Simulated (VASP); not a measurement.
An input for Ansatz (written as the equivalent of a VASP run, and not itself run):

Ansatz 0.2 input:
```yaml
crystal:
  lattice:
    - [0.0000000, 2.8225720, 2.8225720]
    - [2.8225720, 0.0000000, 2.8225720]
    - [2.8225720, 2.8225720, 0.0000000]
  atoms:
    - { symbol: Sr, position: [0.0000000, 0.0000000, 0.0000000] }
    - { symbol: Te, position: [0.5000000, 0.5000000, 0.5000000] }
kpoints:
  mp_grid: { grid: [11, 11, 11] }
hamiltonian:
  xc: pbesol
  pseudopotentials: { kind: paw }
scf:
  occupations: { method: methfessel_paxton, width: 0.1 }
  max_iter: 100
relax:
  max_steps: 40
  f_tol: 0.02
  cell: { p_target: 45 }
output: { forces: true, stress: true, eigenvalues: true }
```

Question: Translate this input to VASP (INCAR, KPOINTS, POSCAR, choice of POTCAR).

Answer: Several could match; the one computed here: 
POSCAR:
```
SrTe
1.0
  0.0000000000   2.8225720428   2.8225720428
  2.8225720428   0.0000000000   2.8225720428
  2.8225720428   2.8225720428   0.0000000000
Sr Te
1 1
Cart
  0.0000000000   0.0000000000   0.0000000000
  2.8225720428   2.8225720428   2.8225720428
```

KPOINTS:
```
Automatic mesh
0
Gamma
11 11 11
0 0 0
```

### INCAR
```
SYSTEM=SrTe
PREC=Accurate; ENCUT=500; LREAL=F
LASPH=T
EDIFF=1E-6; NELM=100; ALGO=Normal
LMAXMIX=4
ISMEAR=1; SIGMA=0.1
GGA=PS
IBRION=2; NSW=40; ISIF=3
EDIFFG=-0.02; PSTRESS=450
LWAVE=F; LCHARG=F
```

POTCAR, in this order: Sr_sv Te (PBE.64 set). Program: vasp_std.

What does not carry over: each code has its own PAW files, so the cut-off isn't converted (ENCUT is set for VASP's; basis.ecutwfc is left out, and Ansatz then takes the one that its files recommend); Ansatz stops its SCF on the density residual and VASP on the energy change (EDIFF).

The structure was generated: SrTe was put into the rock salt type (Fm-3m), which need not be its known phase. It was relaxed first under an external pressure of 45 GPa.
